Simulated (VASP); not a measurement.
A VASP calculation is set up with these files.

File POSCAR:
```
AlN
1.0
  3.2946975610   0.0000000000   0.0000000000
 -1.6473487805   2.8532917261   0.0000000000
  0.0000000000   0.0000000000   4.1593018166
Al N
2 2
Cartesian
 -0.0000016473   1.9021954352   3.1194763625
  1.6473504278   0.9510962909   1.0398254542
 -0.0000016473   1.9021954352   1.0398254542
  1.6473504278   0.9510962909   3.1194763625
```

File KPOINTS:
```
Regular mesh
0
gamma
7 7 5
```

INCAR:
```
# general
SYSTEM =AlN
PREC   =Accurate
ENCUT  =520   # plane-wave cut-off (eV)
LREAL  =.False.   # projection in real space or not
LASPH  =.True.   # aspherical one-centre terms

# electronic loop
EDIFF  =1E-6   # SCF stop (eV)
NELM   =100   # most electronic steps
ALGO   =Normal   # blocked Davidson
LMIXTAU=.True.

# smearing
ISMEAR =0   # Gaussian
SIGMA  =0.05   # width (eV)

# functional
METAGGA=R2SCAN

# ions
IBRION =2   # conjugate gradients
NSW    =60
ISIF   =3   # ions, shape and volume
EDIFFG =-0.02   # ionic stop

# output
LWAVE  =.False.
LCHARG =.False.
```

POTCAR, in this order: Al N (PBE.64 set). Program: vasp_std.

Q: Translate this r2SCAN calculation to Ansatz.

A: One equivalent input (not run):
Ansatz 0.2 input:
```yaml
crystal:
  lattice:
    - [3.2946976, 0.0000000, 0.0000000]
    - [-1.6473488, 2.8532917, 0.0000000]
    - [0.0000000, 0.0000000, 4.1593018]
  atoms:
    - { symbol: Al, position: [0.3333330, 0.6666670, 0.7500000] }
    - { symbol: Al, position: [0.6666670, 0.3333330, 0.2500000] }
    - { symbol: N, position: [0.3333330, 0.6666670, 0.2500000] }
    - { symbol: N, position: [0.6666670, 0.3333330, 0.7500000] }
kpoints:
  mp_grid: { grid: [7, 7, 5] }
hamiltonian:
  xc: r2scan
  pseudopotentials: { kind: paw }
scf:
  occupations: { method: gaussian, width: 0.05 }
  max_iter: 100
relax:
  max_steps: 60
  f_tol: 0.02
  cell: {}
output: { forces: true, stress: true, eigenvalues: true }
```
The two are equivalent in intent, not identical: each code has its own PAW files, so the cut-off isn't converted (ENCUT is set for VASP's; basis.ecutwfc is left out, and Ansatz then takes the one that its files recommend); Ansatz stops its SCF on the density residual and VASP on the energy change (EDIFF).

The structure comes from a computed database's AlN entry (P6_3/mmc); how it stands against other phases isn't given here. This run relaxes it. Symmetry was kept, so distortions that lower it aren't found. The start is the result of an earlier pass.
